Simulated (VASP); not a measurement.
Consider the following.

```
FeMnNdGe2
1.0
   -1.97938     1.97938     5.26894
    1.97938    -1.97938     5.26894
    1.97938     1.97938    -5.26894
Nd Mn Fe Ge
1 1 1 2
Direct
  0.00000   0.00000   0.00000
  0.25000   0.75000   0.50000
  0.75000   0.25000   0.50000
  0.62583   0.62583   0.00000
  0.37417   0.37417   0.00000
```

The numbers are results of PBEsol GGA, VASP's PBE PAW potentials (set 64) (plane waves; VASP 6.6.1), not measurements. Run with 400 eV cut-off, Gaussian smearing of 0.050 eV, potentials Nd_3 Mn_pv Fe Ge_d.

The 4f electrons are frozen in the core of the lanthanide potential, so 4f levels, which can set the real gap, and their magnetism are missing.  The run has a spin-polarised start.

### Question
Give the spin-up energies of bands 23 to 36 at the high-symmetry points, in eV from the Fermi level.

### Answer

```json
[
 {"band": "23", "Γ": "-2.70", "X": "-2.66", "P": "-2.62", "N": "-2.98", "M": "-2.74", "S": "-3.10", "R": "-2.71"},
 {"band": "24", "Γ": "-2.61", "X": "-2.58", "P": "-2.59", "N": "-2.61", "M": "-2.59", "S": "-2.72", "R": "-2.58"},
 {"band": "25", "Γ": "-1.74", "X": "-2.30", "P": "-2.28", "N": "-2.44", "M": "-1.98", "S": "-2.29", "R": "-2.33"},
 {"band": "26", "Γ": "-1.74", "X": "-2.17", "P": "-2.14", "N": "-1.80", "M": "-1.85", "S": "-1.94", "R": "-2.20"},
 {"band": "27", "Γ": "-1.51", "X": "-1.90", "P": "-1.88", "N": "-1.71", "M": "-1.85", "S": "-1.76", "R": "-1.91"},
 {"band": "28", "Γ": "-0.77", "X": "-1.73", "P": "-1.77", "N": "-1.57", "M": "-0.69", "S": "-1.72", "R": "-1.72"},
 {"band": "29", "Γ": "-0.71", "X": "-1.38", "P": "-1.27", "N": "-1.52", "M": "-0.36", "S": "-1.29", "R": "-1.43"},
 {"band": "30", "Γ": "-0.71", "X": "-0.87", "P": "-0.89", "N": "-1.01", "M": "-0.06", "S": "-1.01", "R": "-0.87"},
 {"band": "31", "Γ": "-0.68", "X": "-0.85", "P": "-0.85", "N": "-0.91", "M": "-0.06", "S": "0.03", "R": "-0.73"},
 {"band": "32", "Γ": "-0.62", "X": "-0.66", "P": "-0.78", "N": "0.18", "M": "0.34", "S": "0.24", "R": "-0.62"},
 {"band": "33", "Γ": "0.34", "X": "0.67", "P": "0.68", "N": "1.20", "M": "0.86", "S": "0.26", "R": "0.68"},
 {"band": "34", "Γ": "2.66", "X": "0.74", "P": "0.74", "N": "1.67", "M": "2.62", "S": "2.13", "R": "0.75"},
 {"band": "35", "Γ": "2.66", "X": "2.25", "P": "1.81", "N": "2.98", "M": "2.81", "S": "2.87", "R": "2.22"},
 {"band": "36", "Γ": "3.31", "X": "4.19", "P": "5.19", "N": "3.19", "M": "2.81", "S": "3.67", "R": "4.00"}
]
```

### Question
Give the spin-down energies of bands 23 to 36 at the high-symmetry points, in eV from the Fermi level.

### Answer

```tsv
band	Γ	X	P	N	M	S	R
23	-1.83	-2.38	-2.14	-2.17	-1.93	-2.64	-2.38
24	-1.83	-1.94	-2.09	-1.91	-1.80	-1.92	-2.20
25	-1.43	-1.67	-1.87	-1.81	-1.62	-1.49	-1.54
26	-1.43	-1.18	-1.18	-0.83	-1.37	-1.08	-1.24
27	-0.64	-0.96	-0.98	-0.55	-1.37	-0.80	-0.96
28	-0.56	-0.90	-0.86	-0.51	-0.31	-0.47	-0.93
29	0.25	-0.22	-0.19	-0.48	0.94	-0.30	-0.18
30	0.40	0.63	0.58	0.14	0.94	0.37	0.60
31	0.40	0.64	0.68	0.38	1.02	0.91	0.69
32	1.07	0.75	0.69	0.89	1.40	1.02	0.79
33	1.40	1.69	1.70	1.78	1.59	1.14	1.69
34	3.23	1.80	1.81	2.53	3.12	2.65	1.79
35	3.23	2.60	2.41	3.14	3.13	3.06	2.63
36	3.28	4.54	5.13	3.81	3.42	4.08	4.30
```

It has no gap at this level: it comes out as a metal or semimetal.

The structure comes from a computed database's NdMnFeGe2 entry (I-4m2); how it stands against other phases isn't given here. It was relaxed first.
